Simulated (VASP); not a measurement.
Set up this calculation in VASP 6.6.1, as the native input.

```
Task                   : relaxation of cell and atoms
Functional             : LDA
Potentials or basis    : VASP PAW LDA potentials, release 64 (Ni, Al)
Cutoff                 : 600 eV
k mesh                 : 14 × 14 × 14
Occupations            : methfessel-paxton, width 0.1 eV
Spin                   : no spin polarisation
Further INCAR settings : ALGO = Normal; EDIFF = 1e-06; IBRION = 2; EDIFFG = -0.005; NSW = 60; ISIF = 3
```

The structure of AlNi lies in POSCAR:

```
AlNi
1.0
    2.8600000000      0.0000000000      0.0000000000
    0.0000000000      2.8600000000      0.0000000000
    0.0000000000      0.0000000000      2.8600000000
Ni Al
1 1
Direct
    0.0000000000      0.0000000000      0.0000000000
    0.5000000000      0.5000000000      0.5000000000
```

The cell was built by a generator and needn't be a form met in nature.

These files were run (other wordings do the same):

INCAR

```
PREC = Accurate
ENCUT = 600
EDIFF = 1E-6
ISMEAR = 1
SIGMA = 0.1
LREAL = False
LASPH = True
NELM = 120
ALGO = Normal
ISIF = 3
LWAVE = False
LCHARG = False
IBRION = 2
NSW = 60
EDIFFG = -0.005
```

KPOINTS

```
Automatic mesh
0
Gamma
  14 14 14
```

Potentials or basis: VASP PAW LDA potentials, release 64 (Ni, Al).

Command:

```console
$ cat potpaw_LDA.64/Ni/POTCAR potpaw_LDA.64/Al/POTCAR > POTCAR
$ mpirun -np 1 vasp_std > vasp.out
```

It gave:

```json
{
 "Relaxed volume": "11.38 Å³/atom",
 "Relaxed cell": "a = 2.834 Å, b = 2.834 Å, c = 2.834 Å, α = 90.00°, β = 90.00°, γ = 90.00°",
 "Space group after relaxing (to 0.05 Å)": "Pm-3m (No. 221)",
 "Energy gained by relaxing": "4.8 meV/atom",
 "Ionic steps": "3",
 "Pressure after relaxing": "0.0 GPa",
 "Band gap on the k mesh": "none (metal or under the smearing width)"
}
```

Wall time 22 s on 1 thread of Intel(R) Xeon(R) Platinum 8488C (Sapphire Rapids), on a shared host, peak memory 0.17 GiB.
